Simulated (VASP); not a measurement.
Calculation: PBE GGA, VASP's PBE PAW potentials (set 64) (plane waves; VASP 6.6.1).

Input for VASP

**POSCAR**
```
ZnO
5.0138960
  0.3119001671  -0.5402270011   0.0000000000
  0.3119001671   0.5402270011   0.0000000000
  0.0000000000   0.0000000000   1.0000000000
Zn O
2 2
Cart
  0.3119001671  -0.1800760272   0.5000000000
  0.3119001671   0.1800760272   0.0000000000
  0.3119001671  -0.1800760272   0.8820000000
  0.3119001671   0.1800760272   0.3820000000
```

### INCAR
```
! general
SYSTEM   =  ZnO
PREC     =  Accurate
ENCUT    =  400
LREAL    =  .FALSE.   ! projection in real space or not
LASPH    =  .TRUE.   ! aspherical one-centre terms

! electronic loop
EDIFF    =  1E-6
NELM     =  100   ! most electronic steps
ALGO     =  Normal
LMAXMIX  =  4

! smearing
ISMEAR   =  -1   ! Fermi-Dirac
SIGMA    =  0.05   ! width (eV)

! functional
GGA      =  PE

! ions
ISIF     =  2   ! forces and stress, cell fixed

! output
LWAVE    =  .FALSE.
LCHARG   =  .FALSE.
```

**KPOINTS**
```
kpoints
0
Gamma
  11 11 6
0 0 0
```

POTCAR, in this order: Zn O (PBE.64 set). Program: vasp_std.

Output

OUTCAR:
```
 ion  position               nearest neighbor table
   1  0.667  0.333  0.500-   4 1.90   4 1.90   4 1.90   3 1.92
   2  0.333  0.667  0.000-   3 1.90   3 1.90   3 1.90   4 1.92
   3  0.667  0.333  0.882-   2 1.90   2 1.90   2 1.90   1 1.92
   4  0.333  0.667  0.382-   1 1.90   1 1.90   1 1.90   2 1.92
  LATTYP: Found a hexagonal cell.
 ALAT       =     3.1276702818
 C/A-ratio  =     1.6030769066
 Subroutine PRICEL returns:
 Original cell was already a primitive cell.
 Subroutine GETGRP returns: Found 12 space group operations
The static configuration has the point symmetry C_3v.
 The point group associated with its full space group is C_6v.
The dynamic configuration has the point symmetry C_3v.
 Subroutine INISYM returns: Found 12 space group operations
 Subroutine IBZKPT returns following result:
 Found     64 irreducible k-points:

 Following reciprocal coordinates:
            Coordinates               Weight
  0.000000  0.000000  0.000000      1.000000
  0.090909  0.000000  0.000000      6.000000
  0.181818  0.000000  0.000000      6.000000
  0.272727  0.000000  0.000000      6.000000
  0.363636 -0.000000  0.000000      6.000000
  0.454545 -0.000000  0.000000      6.000000
  0.090909  0.090909  0.000000      6.000000
  0.181818  0.090909  0.000000     12.000000
  0.272727  0.090909  0.000000     12.000000
  0.363636  0.090909  0.000000     12.000000
  0.454545  0.090909  0.000000      6.000000
  0.181818  0.181818  0.000000      6.000000
  0.272727  0.181818  0.000000     12.000000
  0.363636  0.181818  0.000000     12.000000
  0.272727  0.272727  0.000000      6.000000
  0.363636  0.272727  0.000000      6.000000
  0.000000  0.000000  0.166667      2.000000
  0.090909  0.000000  0.166667     12.000000
  0.181818  0.000000  0.166667     12.000000
  0.272727  0.000000  0.166667     12.000000
  0.363636 -0.000000  0.166667     12.000000
  0.454545 -0.000000  0.166667     12.000000
  0.090909  0.090909  0.166667     12.000000
  0.181818  0.090909  0.166667     24.000000
  0.272727  0.090909  0.166667     24.000000
  0.363636  0.090909  0.166667     24.000000
  0.454545  0.090909  0.166667     12.000000
  0.181818  0.181818  0.166667     12.000000
  0.272727  0.181818  0.166667     24.000000
  0.363636  0.181818  0.166667     24.000000
  0.272727  0.272727  0.166667     12.000000
  0.363636  0.272727  0.166667     12.000000
  0.000000  0.000000  0.333333      2.000000
  0.090909  0.000000  0.333333     12.000000
  0.181818  0.000000  0.333333     12.000000
  0.272727  0.000000  0.333333     12.000000
  0.363636 -0.000000  0.333333     12.000000
  0.454545 -0.000000  0.333333     12.000000
  0.090909  0.090909  0.333333     12.000000
  0.181818  0.090909  0.333333     24.000000
   k-points           NKPTS =     64   k-points in BZ     NKDIM =     64   number of bands    NBANDS=     22
   number of dos      NEDOS =    301   number of ions     NIONS =      4
   total plane-waves  NPLWV =  14400
   dimension x,y,z NGX =    20 NGY =   20 NGZ =   36
   dimension x,y,z NGXF=    40 NGYF=   40 NGZF=   72
   ions per type =               2   2
   PREC   = accura    normal or accurate (medium, high low for compatibility)
   ISTART =      0    job   : 0-new  1-cont  2-samecut
   ICHARG =      2    charge: 1-file 2-atom 10-const
   ISPIN  =      1    spin polarized calculation?
   LNONCOLLINEAR =      F non collinear calculations
   LSORBIT =      F    spin-orbit coupling
   INIWAV =      1    electr: 0-lowe 1-rand  2-diag
   ENCUT  =  400.0 eV  29.40 Ry    5.42 a.u.   5.10  5.10  8.18*2*pi/ulx,y,z
   NELM   =    100;   NELMIN=  2; NELMDL= -5     # of ELM steps
...
```

### OSZICAR
```
       N       E                     dE             d eps       ncg     rms          rms(c)
DAV:   1     0.257732959338E+03    0.25773E+03   -0.16367E+04  2864   0.209E+03
DAV:   2     0.403785096373E+01   -0.25370E+03   -0.24459E+03  3014   0.404E+02
DAV:   3    -0.201974134916E+02   -0.24235E+02   -0.24092E+02  3302   0.140E+02
DAV:   4    -0.205591792546E+02   -0.36177E+00   -0.36151E+00  3110   0.183E+01
DAV:   5    -0.205616936119E+02   -0.25144E-02   -0.25143E-02  3236   0.143E+00    0.182E+01
DAV:   6    -0.171851227894E+02    0.33766E+01   -0.10496E+01  4692   0.680E+01    0.116E+01
DAV:   7    -0.173684488091E+02   -0.18333E+00   -0.26773E+00  2822   0.181E+01    0.654E+00
DAV:   8    -0.173798392791E+02   -0.11390E-01   -0.60533E-01  4248   0.845E+00    0.164E+00
DAV:   9    -0.173308436988E+02    0.48996E-01   -0.15125E-01  4588   0.743E+00    0.267E-01
DAV:  10    -0.173339780740E+02   -0.31344E-02   -0.42529E-02  2870   0.160E+00    0.168E-01
DAV:  11    -0.173337843178E+02    0.19376E-03   -0.15204E-03  4122   0.745E-01    0.477E-02
DAV:  12    -0.173338360900E+02   -0.51772E-04   -0.28569E-04  3208   0.326E-01    0.264E-02
DAV:  13    -0.173338338369E+02    0.22531E-05   -0.26558E-05  3396   0.133E-01    0.107E-02
DAV:  14    -0.173338337406E+02    0.96298E-07   -0.11750E-05  2998   0.291E-02    0.387E-03
DAV:  15    -0.173338332202E+02    0.52038E-06   -0.14097E-06  1756   0.148E-02
   1 F= -.17333833E+02 E0= -.17333833E+02  d E =-.573565E-06
```

File OUTCAR:
```
------------------------ aborting loop because EDIFF is reached ----------------------------------------
  FORCE on cell =-STRESS in cart. coord.  units (eV):
  Direction    XX          YY          ZZ          XY          YZ          ZX
  --------------------------------------------------------------------------------------
  Total        6.2570198      6.2570213      6.0881780      0.0000000      0.0000000      0.0000000
  in kB      236.0099181    236.0099748    229.6413383      0.0000000      0.0000000      0.0000000
  external PRESSURE =     233.8870771 kB  Pullay stress =       0.0000000 kB
  volume of cell :       42.48
      direct lattice vectors                 reciprocal lattice vectors
     1.563835000 -2.708642000  0.000000000     0.319726825 -0.184594347  0.000000000
     1.563835000  2.708642000  0.000000000     0.319726825  0.184594347  0.000000000
     0.000000000  0.000000000  5.013896000     0.000000000  0.000000000  0.199445701
  FREE ENERGIE OF THE ION-ELECTRON SYSTEM (eV)
  ---------------------------------------------------
  free  energy   TOTEN  =       -17.3338332202 eV

  energy  without entropy=      -17.3338326466  energy(sigma->0) =      -17.33383293
```
(Selected blocks of OUTCAR.)

At this cut-off the stress carries a Pulay error, which pulls relaxed volumes low.

The structure is a typed ZnO crystal (P6_3mc). The cell was not relaxed at this level, and its volume differs by -5.9 % from the start's.
